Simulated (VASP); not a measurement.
A run of VASP 6.6.1 is set up as follows.

File INCAR:

```
SYSTEM = CdBr
  PREC = Accurate
  ENCUT = 600
  EDIFF = 1E-6
  ISMEAR = -1
  SIGMA = 0.05
  LREAL = .False.
  LASPH = .True.
  NELM = 60
  ALGO = Normal
  ISIF = 3
  LWAVE = .False.
  LCHARG = .False.
  MAGMOM = 0 0 0 0 0 0
  LORBIT = 11
  LSORBIT = .True.
  GGA_COMPAT = .False.
  IBRION = 2
  NSW = 60
  EDIFFG = -0.01
```

KPOINTS

```
regular mesh
0
Gamma
  6 6 6
  0 0 0
```

Contents of POSCAR:

```
CdBr
1.0
    0.0000000000      3.0723910300      3.0723910300
    3.0723910300      0.0000000000      3.0723910300
    3.0723910300      3.0723910300      0.0000000000
Cd Br
1 1
Direct
    0.0000000000      0.0000000000      0.0000000000
    0.5000000000      0.5000000000      0.5000000000
```

Potentials or basis: VASP PAW LDA potentials, release 64 (Cd, Br).

Command:

```console
$ cat potpaw_LDA.64/Cd/POTCAR potpaw_LDA.64/Br/POTCAR > POTCAR
$ mpirun -np 1 vasp_ncl > vasp.out
```

(1) Estimate the relaxed cell.

(2) What does it give for the relaxed volume?

Results:

(1) a = 4.221 Å, b = 4.221 Å, c = 4.221 Å, α = 60.00°, β = 60.00°, γ = 60.00°.

(2) 26.60 Å³/atom.
